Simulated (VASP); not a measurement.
# KAsCl (P6_3/mmc) in VASP: single point with PBE

Aim: the single point of KAsCl with PBE.

Program: VASP 6.6.1. These are calculated values, not measurements. Logs are shortened: lines on timing, memory, paths and dates and some standing lists are left out, and cuts for length are marked.

## (1) The crystal as given

Symmetry: P6_3/mmc, No. 194, hexagonal system. The conventional cell has a = 4.431 Å, b = 4.431 Å, c = 10.719 Å, α = 90.00°, β = 90.00°, γ = 120.00°. Around K (site symmetry -3m) lie 6 Cl at 3.70 Å and 6 As at 3.70 Å. Cl (site symmetry -6m2) is surrounded by 3 As at 2.56 Å. Around As (site symmetry -6m2) lie 3 Cl at 2.56 Å.

The cell was built by a generator and needn't be a form met in nature.

## (2) Single point, PBE

Contents of INCAR:

```
SYSTEM = KAsCl
  PREC = Accurate
  ENCUT = 520
  EDIFF = 1E-7
  ISMEAR = 0
  SIGMA = 0.0152
  LREAL = .False.
  LASPH = .True.
  NELM = 100
  ALGO = Fast
  ISIF = 2
  LWAVE = .False.
  LCHARG = .True.
  GGA = PE
  LELF = .True.
  LVHAR = .True.
  NBANDS = 30
```

Contents of KPOINTS:

```
Automatic mesh
0
Gamma
  7 7 3
  0 0 0
```

Contents of POSCAR:

```
KAsCl
1.0
    4.4306220000      0.0000000000      0.0000000000
   -2.2153110000      3.8370330000      0.0000000000
    0.0000000000      0.0000000000     10.7193810000
K Cl As
2 2 2
Direct
    0.0000000000      0.0000000000      0.0000000000
    0.0000000000      0.0000000000      0.5000000000
    0.3333000000      0.6667000000      0.7500000000
    0.6666000000      0.3333000000      0.2500000000
    0.3333000000      0.6667000000      0.2500000000
    0.6666000000      0.3333000000      0.7500000000
```

Potentials or basis: VASP PAW PBE potentials, release 64 (K_sv, Cl, As).

Command:

```bash
$ cat potpaw_PBE.64/K_sv/POTCAR potpaw_PBE.64/Cl/POTCAR potpaw_PBE.64/As/POTCAR > POTCAR
$ mpirun -np 1 vasp_std > vasp.out
```

OUTCAR:

```text
SYSTEM = KAsCl
   PREC = Accurate
   ENCUT = 520
   EDIFF = 1E-7
   ISMEAR = 0
   LREAL = .False.
   LASPH = .True.
   NELM = 100
   ISIF = 2
   GGA = PE

 ion  position               nearest neighbor table
   1  0.000  0.000  0.000-
   2  0.000  0.000  0.500-
   3  0.333  0.667  0.750-   6 2.56   6 2.56   6 2.56
   4  0.667  0.333  0.250-   5 2.56   5 2.56   5 2.56
   5  0.333  0.667  0.250-   4 2.56   4 2.56   4 2.56
   6  0.667  0.333  0.750-   3 2.56   3 2.56   3 2.56

  LATTYP: Found a hexagonal cell.
 ALAT       =     4.4306220000
 C/A-ratio  =     2.4193851337

  Lattice vectors:

 A1 = (   4.4306220000,   0.0000000000,   0.0000000000)
 A2 = (  -2.2153110000,   3.8370330000,   0.0000000000)
 A3 = (   0.0000000000,   0.0000000000,  10.7193810000)

Analysis of symmetry for initial positions (statically):
=====================================================================
 Subroutine PRICEL returns:
 Original cell was already a primitive cell.

 Routine SETGRP: Setting up the symmetry group for a
 hexagonal supercell.

 Subroutine GETGRP returns: Found  4 space group operations
 (whereof  2 operations were pure point group operations)
 out of a pool of 24 trial point group operations.

The static configuration has the point symmetry C_2 .
 The point group associated with its full space group is C_2v.

Analysis of symmetry for dynamics (positions and initial velocities):
=====================================================================
 Subroutine PRICEL returns:
 Original cell was already a primitive cell.

 Routine SETGRP: Setting up the symmetry group for a
 hexagonal supercell.

 Subroutine GETGRP returns: Found  4 space group operations
 (whereof  2 operations were pure point group operations)
 out of a pool of 24 trial point group operations.

The dynamic configuration has the point symmetry C_2 .
 The point group associated with its full space group is C_2v.

 Subroutine INISYM returns: Found  4 space group operations
 (whereof  2 operations are pure point group operations),
 and found     1 'primitive' translations

----------------------------------------------------------------------------------------

                                     Primitive cell

  volume of cell :     182.2342

  direct lattice vectors                    reciprocal lattice vectors
     4.430622000  0.000000000  0.000000000     0.225701944  0.130309017  0.000000000
    -2.215311000  3.837033000  0.000000000     0.000000000  0.260618035  0.000000000
     0.000000000  0.000000000 10.719381000     0.000000000  0.000000000  0.093288969

  length of vectors
     4.430622000  4.430623553 10.719381000     0.260618126  0.260618035  0.093288969

  position of ions in fractional coordinates (direct lattice)
     0.000000000  0.000000000  0.000000000
     0.000000000  0.000000000  0.500000000
     0.333300000  0.666700000  0.750000000
     0.666600000  0.333300000  0.250000000
     0.333300000  0.666700000  0.250000000
     0.666600000  0.333300000  0.750000000

  ion indices of the primitive-cell ions
   primitive index   ion index
                 1           1
                 2           2
                 3           3
                 4           4
                 5           5
                 6           6

----------------------------------------------------------------------------------------

 KPOINTS: Automatic mesh

Automatic generation of k-mesh.
 Grid dimensions read from file:
 generate k-points for:    7    7    3

 Generating k-lattice:

  Cartesian coordinates                     Fractional coordinates (reciprocal lattice)
     0.032243135  0.018615574  0.000000000     0.142857143  0.000000000  0.000000000
     0.000000000  0.037231148  0.000000000     0.000000000  0.142857143  0.000000000
     0.000000000  0.000000000  0.031096323     0.000000000  0.000000000  0.333333333

  Length of vectors
     0.037231161  0.037231148  0.031096323

  Shift w.r.t. Gamma in fractional coordinates (k-lattice)
     0.000000000  0.000000000  0.000000000

 Subroutine IBZKPT returns following result:
 ===========================================

 Found     32 irreducible k-points:

 Following reciprocal coordinates:
            Coordinates               Weight
  0.000000  0.000000  0.000000      1.000000
  0.142857 -0.000000  0.000000      4.000000
  0.000000  0.142857  0.000000      2.000000
  0.285714  0.000000  0.000000      4.000000
  0.000000  0.285714  0.000000      2.000000
  0.428571  0.000000  0.000000      4.000000
[... 16 lines left out ...]
  0.000000  0.428571  0.333333      4.000000
  0.142857  0.142857  0.333333      8.000000
 [... further k-points ...]
   k-points           NKPTS =     32   k-points in BZ     NKDIM =     32   number of bands    NBANDS=     30
   number of dos      NEDOS =    301   number of ions     NIONS =      6
   total plane-waves  NPLWV = 103680
   dimension x,y,z NGX =    36 NGY =   36 NGZ =   80
   dimension x,y,z NGXF=    72 NGYF=   72 NGZF=  160
   ions per type =               2   2   2
   NGX,Y,Z   is equivalent  to a cutoff of  13.51, 13.51, 12.41 a.u.
   NGXF,Y,Z  is equivalent  to a cutoff of  27.02, 27.02, 24.81 a.u.
 SYSTEM =  KAsCl
   PREC   = accura    normal or accurate (medium, high low for compatibility)
   ISTART =      0    job   : 0-new  1-cont  2-samecut
   ICHARG =      2    charge: 1-file 2-atom 10-const
   ISPIN  =      1    spin polarized calculation?
   LNONCOLLINEAR =      F non collinear calculations
   LSORBIT =      F    spin-orbit coupling
   LASPH  =      T    aspherical Exc in radial PAW
   ENCUT  =  520.0 eV  38.22 Ry    6.18 a.u.   8.24  8.24 19.93*2*pi/ulx,y,z
   NELM   =    100;   NELMIN=  2; NELMDL= -5     # of ELM steps
   EDIFF  = 0.1E-06   stopping-criterion for ELM
   LREAL  =      F    real-space projection
   EDIFFG = 0.1E-05   stopping-criterion for IOM
   NSW    =      0    number of steps for IOM
   IBRION =     -1    ionic relax: 0-MD 1-quasi-New 2-CG
   NFREE  =      0    steps in history (QN), initial steepest desc. (CG)
   ISIF   =      2    stress and relaxation
   ISYM   =      2    0-nonsym 1-usesym 2-fastsym
   POTIM  = 0.5000    time-step for ionic-motion
   TEBEG  =    0.0;   TEEND  =   0.0 temperature during run
   PSTRESS=    0.0 pullay stress
   NELECT =      42.0000    total number of electrons
   NUPDOWN=      -1.0000    fix difference up-down
   EMIN   =  10.00;   EMAX   =-10.00  energy-range for DOS
   EFERMI =   0.00;   METHOD = LEGACY
   ISMEAR =     0;   SIGMA  =   0.02  broadening in eV -4-tet -1-fermi 0-gaus
   EFERMI_NEDOS =   21; number of points for ismear=-14 and -15
   IALGO  =     68    algorithm
   IMIX   =      4    mixing-type and parameters
     AMIX     =   0.40;   BMIX     =  1.00
     AMIX_MAG =   1.60;   BMIX_MAG =  1.00
  volume/ion in A,a.u.               =      30.37       204.96
  Fermi-wavevector in a.u.,A,eV,Ry     =   1.003725  1.896765 13.707370  1.007463
  Thomas-Fermi vector in A             =   2.136295
   LORBIT       =      0    0 simple, 1 ext, 2 COOP (PROOUT), +10 PAW based schemes
   GGA     = PE    functional components
   LHFCALC =     F    Hartree Fock is set to
   AEXX    =    0.0000 exact exchange contribution
   IVDW    =     0    specifies the selected vdW correction
   LEPSILON=     F    determine dielectric tensor
   LRPA    =     F    only Hartree local field effects (RPA)
 non-spin polarized calculation
 RMM-DIIS sequential band-by-band and
 Gauss-broadening in eV      SIGMA  =   0.02
  energy-cutoff  :      520.00
  volume of cell :      182.23
 maximum number of plane-waves:      4924
 NGX is ok and might be reduce to    36
   NGX = 17   NGY = 17   NGZ = 39

 number of electron      42.0000002 magnetization

 Free energy of the ion-electron system (eV)
  ---------------------------------------------------
  ext. energy  EPLUGINS =         0.00000000
  ---------------------------------------------------
  free energy    TOTEN  =       -15.60116738 eV

  energy without entropy =      -15.60031981  energy(sigma->0) =      -15.60074360

 E-fermi :   2.3677     XC(G=0):  -7.9720

 val. band max:        2.3598328710   @ k =   0.2857   0.2857   0.3333
 cond. band min:       2.3870973734   @ k =   0.4286   0.2857   0.3333
 fundamental gap:      0.0272645024
 Fermi energy:         2.3677160754

 k-point     1 :       0.0000    0.0000    0.0000
  band No.  band energies     occupation
      1     -28.7840      2.00000
      2     -28.7836      2.00000
      3     -14.9071      2.00000
      4     -14.8858      2.00000
      5     -12.2612      2.00000
      6     -12.2393      2.00000
[... 22 lines left out ...]
     29       7.2768      0.00000
     30       7.5118      0.00000

 k-point     2 :       0.1429   -0.0000    0.0000
  band No.  band energies     occupation
      1     -28.7829      2.00000
      2     -28.7825      2.00000
      3     -14.8489      2.00000
      4     -14.8324      2.00000
      5     -12.2572      2.00000
      6     -12.2565      2.00000
[... 22 lines left out ...]
     29       7.4236      0.00000
     30       7.6316      0.00000

 k-point     3 :       0.0000    0.1429    0.0000
  band No.  band energies     occupation
      1     -28.7829      2.00000
      2     -28.7825      2.00000
      3     -14.8489      2.00000
      4     -14.8324      2.00000
      5     -12.2572      2.00000
      6     -12.2565      2.00000
[... 22 lines left out ...]
     29       7.4358      0.00000
     30       7.6075      0.00000

 k-point     4 :       0.2857    0.0000    0.0000
  band No.  band energies     occupation
      1     -28.7804      2.00000
      2     -28.7801      2.00000
      3     -14.7102      2.00000
      4     -14.7038      2.00000
      5     -12.2978      2.00000
      6     -12.2906      2.00000
[... 616 lines left out ...]
     29       7.5624      0.00000
     30       7.7634      0.00000

 k-point    23 :       0.0000    0.4286    0.3333
  band No.  band energies     occupation
      1     -28.7783      2.00000
      2     -28.7782      2.00000
      3     -14.5928      2.00000
      4     -14.5871      2.00000
      5     -12.3276      2.00000
      6     -12.3229      2.00000
[... 22 lines left out ...]
     29       7.5451      0.00000
     30       7.5706      0.00000

 k-point    24 :       0.1429    0.1429    0.3333
  band No.  band energies     occupation
      1     -28.7810      2.00000
      2     -28.7808      2.00000
      3     -14.7474      2.00000
      4     -14.7433      2.00000
      5     -12.2831      2.00000
      6     -12.2800      2.00000
[... 22 lines left out ...]
     29       7.4783      0.00000
     30       7.6244      0.00000

 [... further k-points ...]

------------------------ aborting loop because EDIFF is reached ----------------------------------------

  FORCE on cell =-STRESS in cart. coord.  units (eV):
  Direction    XX          YY          ZZ          XY          YZ          ZX
  --------------------------------------------------------------------------------------
  -------------------------------------------------------------------------------------
  Total        6.1953922      6.1920319     -2.6514294      0.0000000      0.0000000      0.0000000
  in kB       54.4690055     54.4394619    -23.3109895      0.0000000      0.0000000      0.0000000
  external PRESSURE =      28.5324927 kB  Pullay stress =       0.0000000 kB

 VOLUME and BASIS-vectors are now :
 -----------------------------------------------------------------------------
  energy-cutoff  :      520.00
  volume of cell :      182.23
      direct lattice vectors                 reciprocal lattice vectors
     4.430622000  0.000000000  0.000000000     0.225701944  0.130309017  0.000000000
    -2.215311000  3.837033000  0.000000000     0.000000000  0.260618035  0.000000000
     0.000000000  0.000000000 10.719381000     0.000000000  0.000000000  0.093288969

 POSITION                                       TOTAL-FORCE (eV/Angst)
 -----------------------------------------------------------------------------------
      0.00000      0.00000      0.00000        -0.000058      0.000000     -0.000000
      0.00000      0.00000      5.35969        -0.000058      0.000000     -0.000000
     -0.00022      2.55815      8.03954         0.000066      0.002911     -0.000000
      2.21509      1.27888      2.67985         0.000066     -0.002911      0.000000
     -0.00022      2.55815      2.67985        -0.000009      0.002905      0.000000
      2.21509      1.27888      8.03954        -0.000009     -0.002905     -0.000000
 -----------------------------------------------------------------------------------
    total drift:                                0.000004      0.000000     -0.000000

  FREE ENERGIE OF THE ION-ELECTRON SYSTEM (eV)
  ---------------------------------------------------
  free  energy   TOTEN  =       -15.6011673782 eV

  energy  without entropy=      -15.6003198149  energy(sigma->0) =      -15.60074360
```

It took 3.5 min on 1 thread of AMD EPYC 9R45 (Zen 5), shared host; peak memory 0.37 GiB.

Results:

```
Free energy            : -15.6012 eV
Pressure               : 2.9 GPa
Band gap on the k mesh : none (metal or under the smearing width)
```

Forces on the atoms (eV/Å):
```
K    0.000  0.000  0.000
K    0.000  0.000  0.000
Cl   0.000  0.003  0.000
Cl   0.000 -0.003  0.000
As   0.000  0.003  0.000
As   0.000 -0.003  0.000
```
